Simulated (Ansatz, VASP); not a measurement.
# TiB2: VASP beside Ansatz

Aim: how closely do two programs agree when they are given the same cell, functional and k mesh? The cell is taken from a series of runs on this material, whose earlier steps may have relaxed, scaled, displaced or heated it; both programs get it as it stands.

Calculated with Ansatz 0.2.0; plane waves, with VASP 6.6.1 beside it; zone-centre phonons at PBEsol.

### Step 1. The structure

It takes space group P6/mmm (No. 191, hexagonal). The conventional cell has a = 3.037 Å, b = 3.037 Å, c = 3.057 Å, α = 90.00°, β = 90.00°, γ = 120.00°. B has 3 B at 1.75 Å and 6 Ti at 2.33 Å nearest. Ti has 12 B at 2.33 Å nearest. Farther neighbours are not listed.

### Step 2. VASP: zone-centre phonons, PBEsol

Second derivatives magnify differences that forces hide, and they need a tight electronic threshold.

Lines of VASP's logs that name or quote its potential files are left out, and so is its time.

The input, INCAR:

```
SYSTEM = TiB2
PREC = Accurate
ENCUT = 500
EDIFF = 1E-08
NELM = 120
ISMEAR = 1
SIGMA = 0.2
LREAL = .FALSE.
ALGO = Normal
GGA = PS
NBANDS = 15
LASPH = .TRUE.
LORBIT = 11
LWAVE = .FALSE.
LCHARG = .FALSE.
ISIF = 2
IBRION = 8
GGA_COMPAT = .FALSE.
KPAR = 2
```

The input, POSCAR:

```
TiB2
1.0
    3.0369493169      0.0000000000      0.0000000000
   -1.5184746584      2.6300752585      0.0000000000
    0.0000000000      0.0000000000      3.0567428737
B Ti
2 1
Direct
    0.3333333333      0.6666666667      0.5000000000
    0.6666666667      0.3333333333      0.5000000000
    0.0000000000      0.0000000000      0.0000000000
```

The input, KPOINTS:

```
Automatic mesh
0
Gamma
15 15 16
0 0 0
```

Potentials, in the order of the species: B and Ti_sv (PBE family, release 64).

Started as:

```sh
> mpirun -np 2 vasp_std
```

Numbers of over 12 decimals in the logs are rounded to 6 here.

What it wrote:

```text
[banner, memory and clock lines left out]
running    2 mpi-ranks, on    1 nodes
 distrk:  each k-point on    1 cores,    2 groups
 distr:  one band on    1 cores,    1 groups

 POSCAR found type information on POSCAR B Ti
 POSCAR found :  2 types and       3 ions
|                                                                             |
|               ----> ADVICE to this user running VASP <----                  |
|                                                                             |
|     You enforced a specific xc type in the INCAR file but a different       |
|     [... a line on the potential file left out ...]
|     I HOPE YOU KNOW WHAT YOU ARE DOING!                                     |
|                                                                             |

 LDA part: xc-table for (Slater+PW92), standard interpolation
 POSCAR, INCAR and KPOINTS ok, starting setup
 FFT: planning ... GRIDC
 FFT: planning ... GRID_SOFT
 FFT: planning ... GRID
 WAVECAR not read
 entering main loop
       N       E                     dE             d eps       ncg     rms          rms(c)
DAV:   1     0.118629248070E+03    0.11863E+03   -0.89113E+03  7290   0.134E+03
DAV:   2    -0.232080719257E+02   -0.14184E+03   -0.13734E+03  7682   0.353E+02
DAV:   3    -0.303344343403E+02   -0.71264E+01   -0.70403E+01 10396   0.770E+01
DAV:   4    -0.305307152504E+02   -0.19628E+00   -0.19616E+00  8789   0.112E+01
DAV:   5    -0.305364929136E+02   -0.57777E-02   -0.57774E-02 10862   0.163E+00    0.186E+01
DAV:   6    -0.257048827573E+02    0.48316E+01   -0.19062E+01  9991   0.523E+01    0.414E+00
DAV:   7    -0.257260609943E+02   -0.21178E-01   -0.10120E+00  7689   0.114E+01    0.377E+00
DAV:   8    -0.257324012927E+02   -0.63403E-02   -0.85254E-02 11852   0.243E+00    0.595E-01
DAV:   9    -0.257311273028E+02    0.12740E-02   -0.22330E-02  9028   0.201E+00    0.176E-01
DAV:  10    -0.257310723313E+02    0.54972E-04   -0.32306E-03  8718   0.778E-01    0.146E-01
DAV:  11    -0.257309331018E+02    0.13923E-03   -0.24003E-04  9492   0.171E-01    0.701E-02
DAV:  12    -0.257309117590E+02    0.21343E-04   -0.83136E-05  9254   0.111E-01    0.177E-02
DAV:  13    -0.257309118433E+02   -0.84341E-07   -0.62038E-06  8510   0.255E-02    0.469E-03
DAV:  14    -0.257309119428E+02   -0.99506E-07   -0.77705E-07 10803   0.957E-03    0.879E-04
DAV:  15    -0.257309119016E+02    0.41231E-07   -0.36722E-08  8117   0.185E-03    0.539E-04
DAV:  16    -0.257309119102E+02   -0.85815E-08   -0.77339E-09  4965   0.118E-03
   1 F= -.25730912E+02 E0= -.25730987E+02  d E =0.223928E-03
 Linear response reoptimize wavefunctions to high precision
DAV:   1    -0.257309119168E+02   -0.66029E-08   -0.11339E-09  5661   0.356E-04
DAV:   2    -0.257309119168E+02    0.72760E-11   -0.10966E-10  4079   0.109E-04
 Linear response DOF=           4
 Linear response progress:
  Degree of freedom:   1/  4
       N       E                     dE             d eps       ncg     rms          rms(c)
RMM:   1    -0.505564073101E-01   -0.50556E-01   -0.26607E-02 69614   0.152E+00
RMM:   2    -0.449684524754E-01    0.55880E-02   -0.30310E-03 59142   0.386E-01    0.167E-01
RMM:   3    -0.447798013869E-01    0.18865E-03   -0.11825E-03 59769   0.197E-01    0.822E-02
RMM:   4    -0.453383743882E-01   -0.55857E-03   -0.80935E-04 59584   0.149E-01    0.930E-03
RMM:   5    -0.453347925018E-01    0.35819E-05   -0.15851E-04 72569   0.559E-02    0.342E-03
RMM:   6    -0.453589992656E-01   -0.24207E-04   -0.31142E-05 74804   0.232E-02    0.152E-03
RMM:   7    -0.453518362318E-01    0.71630E-05   -0.63268E-06 73445   0.991E-03    0.451E-04
RMM:   8    -0.453575339086E-01   -0.56977E-05   -0.10457E-06 74268   0.484E-03    0.262E-04
RMM:   9    -0.453556573657E-01    0.18765E-05   -0.45588E-07 74912   0.238E-03    0.627E-05
RMM:  10    -0.453557476351E-01   -0.90269E-07   -0.23112E-07 76070   0.120E-03    0.169E-05
RMM:  11    -0.453558049132E-01   -0.57278E-07   -0.28674E-08 76491   0.623E-04    0.144E-05
RMM:  12    -0.453557950428E-01    0.98704E-08   -0.28016E-08 75961   0.342E-04    0.629E-06
 first order change of Fermi-energy   0.65282E-04
 force on displaced ion       1 direction 1 : -19.391  -0.001   0.000
 Linear response progress:
  Degree of freedom:   2/  4
       N       E                     dE             d eps       ncg     rms          rms(c)
RMM:   1    -0.458851524629E-01   -0.45885E-01    0.77376E-03 23323   0.177E+00
RMM:   2    -0.440010055590E-01    0.18841E-02   -0.24182E-03 21763   0.350E-01    0.127E-01
RMM:   3    -0.439888602341E-01    0.12145E-04   -0.10025E-03 22364   0.182E-01    0.622E-02
RMM:   4    -0.444474025586E-01   -0.45854E-03   -0.52962E-04 22792   0.127E-01    0.115E-02
RMM:   5    -0.444961391193E-01   -0.48737E-04   -0.12496E-04 26109   0.540E-02    0.338E-03
RMM:   6    -0.445193182935E-01   -0.23179E-04   -0.24788E-05 26645   0.237E-02    0.130E-03
RMM:   7    -0.445102420407E-01    0.90763E-05   -0.64652E-06 26505   0.110E-02    0.540E-04
RMM:   8    -0.445133336852E-01   -0.30916E-05   -0.18842E-06 26606   0.550E-03    0.147E-04
RMM:   9    -0.445129458518E-01    0.38783E-06    0.49514E-07 27009   0.274E-03    0.103E-04
RMM:  10    -0.445127026437E-01    0.24321E-06    0.49260E-07 26571   0.144E-03    0.929E-05
RMM:  11    -0.445132329186E-01   -0.53027E-06    0.53645E-07 26221   0.740E-04    0.426E-05
RMM:  12    -0.445132276549E-01    0.52637E-08    0.31039E-07 28021   0.394E-04    0.275E-05
RMM:  13    -0.445132179038E-01    0.97511E-08    0.15803E-07 27454   0.214E-04    0.159E-05
RMM:  14    -0.445131749099E-01    0.42994E-07    0.15139E-07 27690   0.121E-04    0.706E-06
RMM:  15    -0.445131642752E-01    0.10635E-07    0.93284E-08 26858   0.727E-05    0.233E-06
RMM:  16    -0.445131658759E-01   -0.16007E-08    0.84677E-08 27532   0.445E-05    0.304E-06
 first order change of Fermi-energy  -0.33304E-03
 force on displaced ion       1 direction 3 :  -0.000   0.000 -11.411
 Linear response progress:
  Degree of freedom:   3/  4
       N       E                     dE             d eps       ncg     rms          rms(c)
RMM:   1    -0.704110275031E+00   -0.70411E+00    0.38918E+00 17491   0.134E+02
RMM:   2    -0.662360687252E+00    0.41750E-01   -0.33142E-01 29010   0.518E+00    0.188E-01
RMM:   3    -0.660993702966E+00    0.13670E-02   -0.22347E-02 34252   0.125E+00    0.847E-02
RMM:   4    -0.660929267516E+00    0.64435E-04   -0.12871E-02 38785   0.572E-01    0.186E-02
RMM:   5    -0.661834709508E+00   -0.90544E-03   -0.12256E-03 39401   0.196E-01    0.901E-03
RMM:   6    -0.662144022689E+00   -0.30931E-03   -0.31047E-04 40820   0.856E-02    0.476E-03
RMM:   7    -0.662367270990E+00   -0.22325E-03   -0.70348E-05 39114   0.397E-02    0.665E-04
RMM:   8    -0.662392952224E+00   -0.25681E-04   -0.21302E-05 42244   0.176E-02    0.254E-04
RMM:   9    -0.662397343983E+00   -0.43918E-05   -0.11639E-05 42040   0.914E-03    0.229E-04
RMM:  10    -0.662403205619E+00   -0.58616E-05   -0.81554E-06 41985   0.486E-03    0.168E-04
RMM:  11    -0.662416612812E+00   -0.13407E-04   -0.62027E-06 39004   0.318E-03    0.155E-04
RMM:  12    -0.662411637856E+00    0.49750E-05   -0.46857E-06 40784   0.202E-03    0.301E-05
RMM:  13    -0.662413143285E+00   -0.15054E-05   -0.35579E-06 41404   0.138E-03    0.829E-06
RMM:  14    -0.662412592110E+00    0.55117E-06   -0.29404E-06 42451   0.104E-03    0.337E-05
RMM:  15    -0.662412742922E+00   -0.15081E-06   -0.23510E-06 42373   0.814E-04    0.358E-05
RMM:  16    -0.662412850554E+00   -0.10763E-06   -0.19757E-06 42484   0.667E-04    0.373E-05
RMM:  17    -0.662413047610E+00   -0.19706E-06   -0.16355E-06 40358   0.563E-04    0.362E-05
 first order change of Fermi-energy   0.43287E-03
 force on displaced ion       3 direction 1 : -17.013   0.000   0.000
 Linear response progress:
  Degree of freedom:   4/  4
       N       E                     dE             d eps       ncg     rms          rms(c)
RMM:   1    -0.761890719871E+00   -0.76189E+00    0.20743E-01  7520   0.132E+02
RMM:   2    -0.711004827932E+00    0.50886E-01   -0.31260E-01 11987   0.480E+00    0.207E-01
RMM:   3    -0.710100335584E+00    0.90449E-03   -0.23946E-02 13960   0.119E+00    0.945E-02
RMM:   4    -0.710526750831E+00   -0.42642E-03   -0.16597E-02 15340   0.584E-01    0.249E-02
RMM:   5    -0.711677659875E+00   -0.11509E-02   -0.15454E-03 15967   0.194E-01    0.133E-02
RMM:   6    -0.712362014348E+00   -0.68435E-03   -0.33261E-04 15349   0.887E-02    0.158E-03
RMM:   7    -0.712300880822E+00    0.61134E-04   -0.74962E-05 16634   0.367E-02    0.235E-03
RMM:   8    -0.712383772832E+00   -0.82892E-04   -0.26684E-05 15973   0.187E-02    0.709E-04
RMM:   9    -0.712406454005E+00   -0.22681E-04   -0.11327E-05 16978   0.965E-03    0.263E-04
RMM:  10    -0.712411045060E+00   -0.45911E-05   -0.34097E-06 16644   0.549E-03    0.864E-05
RMM:  11    -0.712412361323E+00   -0.13163E-05   -0.25642E-06 17352   0.347E-03    0.910E-05
RMM:  12    -0.712417682961E+00   -0.53216E-05   -0.17233E-06 15904   0.246E-03    0.399E-05
RMM:  13    -0.712417200303E+00    0.48266E-06   -0.98043E-07 16689   0.181E-03    0.168E-05
RMM:  14    -0.712417517826E+00   -0.31752E-06   -0.23656E-06 17229   0.138E-03    0.216E-05
RMM:  15    -0.712417371251E+00    0.14658E-06   -0.22279E-06 16936   0.111E-03    0.392E-05
RMM:  16    -0.712417109426E+00    0.26182E-06   -0.14856E-06 16779   0.919E-04    0.519E-05
RMM:  17    -0.712417020322E+00    0.89104E-07   -0.10619E-06 17215   0.771E-04    0.619E-05
RMM:  18    -0.712417485964E+00   -0.46564E-06   -0.84242E-07 14907   0.672E-04    0.501E-05
RMM:  19    -0.712417693509E+00   -0.20754E-06   -0.65103E-07 15454   0.578E-04    0.424E-05
RMM:  20    -0.712417755774E+00   -0.62265E-07   -0.46691E-07 17262   0.493E-04    0.430E-05
RMM:  21    -0.712417771083E+00   -0.15309E-07   -0.12958E-07 15772   0.428E-04    0.461E-05
 first order change of Fermi-energy   0.25295E-02
 force on displaced ion       3 direction 3 :   0.000   0.000 -18.097
 Linear response finished
```

OUTCAR, selected parts (step 2):

```text
ion  position               nearest neighbor table
   1  0.333  0.667  0.500-   2 1.75   2 1.75   2 1.75   3 2.33   3 2.33   3 2.33   3 2.33   3 2.33
                             3 2.33
   2  0.667  0.333  0.500-   1 1.75   1 1.75   1 1.75   3 2.33   3 2.33   3 2.33   3 2.33   3 2.33
                             3 2.33
   3  0.000  0.000  0.000-   1 2.33   2 2.33   1 2.33   2 2.33   2 2.33   2 2.33   1 2.33   1 2.33
                             2 2.33   2 2.33   1 2.33   1 2.33

  LATTYP: Found a hexagonal cell.
 ALAT       =     3.0369493169
 C/A-ratio  =     1.0065175789

 Subroutine GETGRP returns: Found 24 space group operations
 (whereof 24 operations were pure point group operations)

The static configuration has the point symmetry D_6h.

 Found    243 irreducible k-points:

   k-points           NKPTS =    243   k-points in BZ     NKDIM =    243   number of bands    NBANDS=     15

   dimension x,y,z NGX =    24 NGY =   24 NGZ =   24
   dimension x,y,z NGXF=    48 NGYF=   48 NGZF=   48

   ENCUT  =  500.0 eV  36.75 Ry    6.06 a.u.   5.54  5.54  5.57*2*pi/ulx,y,z

   NELECT =      18.0000    total number of electrons

 k-points in reciprocal lattice and weights: Automatic mesh
   0.00000000  0.00000000  0.00000000       0.000
   0.06666667 -0.00000000  0.00000000       0.002
   0.13333333  0.00000000  0.00000000       0.002
   0.20000000  0.00000000  0.00000000       0.002
   0.26666667  0.00000000  0.00000000       0.002
   0.33333333 -0.00000000  0.00000000       0.002
   0.40000000  0.00000000  0.00000000       0.002
   0.46666667  0.00000000  0.00000000       0.002
   0.06666667  0.06666667  0.00000000       0.002
[...]
0.33333333  0.26666667  0.50000000       0.003
   0.33333333  0.33333333  0.50000000       0.001

 average (electrostatic) potential at core
       1 -21.9069       2 -21.9069       3 -69.9334

  Total        0.0672207      0.0672207      2.9777968      0.0000000     -0.0000000     -0.0000000
  in kB        4.4111204      4.4111204    195.4074011      0.0000000     -0.0000000     -0.0000000
  external PRESSURE =      68.0765473 kB  Pullay stress =       0.0000000 kB

  energy-cutoff  :      500.00
  volume of cell :       24.42
      direct lattice vectors                 reciprocal lattice vectors
     3.036949317  0.000000000  0.000000000     0.329277803  0.190108628  0.000000000
    -1.518474658  2.630075258  0.000000000     0.000000000  0.380217257  0.000000000
     0.000000000  0.000000000  3.056742874     0.000000000  0.000000000  0.327145606

 POSITION                                       TOTAL-FORCE (eV/Angst)
 -----------------------------------------------------------------------------------
     -0.00000      1.75338      1.52837         0.000000     -0.000000     -0.000000
      1.51847      0.87669      1.52837        -0.000000      0.000000      0.000000
      0.00000      0.00000      0.00000        -0.000000      0.000000     -0.000000
 -----------------------------------------------------------------------------------
    total drift:                               -0.000000      0.000000      0.000000

 Eigenvectors and eigenvalues of the dynamical matrix
 ----------------------------------------------------

   1 f  =   26.170164 THz   164.431988 2PiTHz  872.942698 cm-1   108.231052 meV
             X         Y         Z           dx          dy          dz
     -0.000000  1.753384  1.528371    -0.244017   -0.663668    0.000000
      1.518475  0.876692  1.528371     0.244017    0.663668   -0.000000
      0.000000  0.000000  0.000000    -0.000000   -0.000000    0.000000

   2 f  =   26.170164 THz   164.431988 2PiTHz  872.942697 cm-1   108.231052 meV
             X         Y         Z           dx          dy          dz
     -0.000000  1.753384  1.528371    -0.663668    0.244017   -0.000000
      1.518475  0.876692  1.528371     0.663668   -0.244017    0.000000
      0.000000  0.000000  0.000000     0.000000    0.000000   -0.000000

   3 f  =   17.652073 THz   110.911245 2PiTHz  588.809774 cm-1    73.003075 meV
             X         Y         Z           dx          dy          dz
     -0.000000  1.753384  1.528371     0.000000   -0.000000   -0.707107
      1.518475  0.876692  1.528371     0.000000   -0.000000    0.707107
      0.000000  0.000000  0.000000    -0.000000   -0.000000    0.000000

   4 f  =   17.225338 THz   108.229989 2PiTHz  574.575421 cm-1    71.238241 meV
             X         Y         Z           dx          dy          dz
     -0.000000  1.753384  1.528371    -0.000000   -0.000000    0.586804
      1.518475  0.876692  1.528371    -0.000000   -0.000000    0.586804
      0.000000  0.000000  0.000000     0.000000    0.000000   -0.557962

   5 f  =   16.694746 THz   104.896180 2PiTHz  556.876770 cm-1    69.043889 meV
             X         Y         Z           dx          dy          dz
     -0.000000  1.753384  1.528371     0.202459    0.550651    0.000000
      1.518475  0.876692  1.528371     0.202459    0.550651   -0.000000
      0.000000  0.000000  0.000000    -0.192627   -0.523910   -0.000000

   6 f  =   16.694746 THz   104.896180 2PiTHz  556.876770 cm-1    69.043889 meV
             X         Y         Z           dx          dy          dz
     -0.000000  1.753384  1.528371     0.550651   -0.202459    0.000000
      1.518475  0.876692  1.528371     0.550651   -0.202459   -0.000000
      0.000000  0.000000  0.000000    -0.523910    0.192627    0.000000

   7 f/i=    0.004146 THz     0.026047 2PiTHz    0.138280 cm-1     0.017145 meV
             X         Y         Z           dx          dy          dz
     -0.000000  1.753384  1.528371     0.000000    0.000000    0.394539
      1.518475  0.876692  1.528371     0.000000    0.000000    0.394539
      0.000000  0.000000  0.000000     0.000000    0.000000    0.829866

   8 f/i=    0.008801 THz     0.055296 2PiTHz    0.293558 cm-1     0.036397 meV
             X         Y         Z           dx          dy          dz
     -0.000000  1.753384  1.528371    -0.013308   -0.394483    0.000000
      1.518475  0.876692  1.528371    -0.013308   -0.394483    0.000000
      0.000000  0.000000  0.000000    -0.027974   -0.829235    0.000000

   9 f/i=    0.008801 THz     0.055296 2PiTHz    0.293558 cm-1     0.036397 meV
             X         Y         Z           dx          dy          dz
     -0.000000  1.753384  1.528371    -0.394483    0.013308   -0.000000
      1.518475  0.876692  1.528371    -0.394483    0.013308   -0.000000
      0.000000  0.000000  0.000000    -0.829235    0.027974   -0.000000

 ELASTIC MODULI CONTR FROM IONIC RELAXATION (kBar)
 Direction    XX          YY          ZZ          XY          YZ          ZX
 --------------------------------------------------------------------------------
 XX         -16.9126     16.9126      0.0000     -0.0000      0.0000      0.0000
 YY          16.9126    -16.9126     -0.0000     -0.0000      0.0000     -0.0000
 ZZ           0.0000     -0.0000     -0.0000     -0.0000      0.0000     -0.0000
 XY          -0.0000     -0.0000     -0.0000    -16.9126      0.0000     -0.0000
 YZ           0.0000      0.0000      0.0000      0.0000      0.0000      0.0000
 ZX           0.0000     -0.0000     -0.0000     -0.0000      0.0000     -0.0000
 --------------------------------------------------------------------------------
```

(Part 1 of 2 ends here.)

[Lines on the potential files, build, host, timing and source positions are cut from VASP's logs without a mark.]

[Logs are printed without paths, hosts, clocks, repeated set-up lines and the standing remarks that a program may print on its own settings, such as how far it seeks lower states.]

[Hosts, paths, dates, database ids (printed as entryN), source tags and the programs' standing remarks are cut or masked in the printed files.]
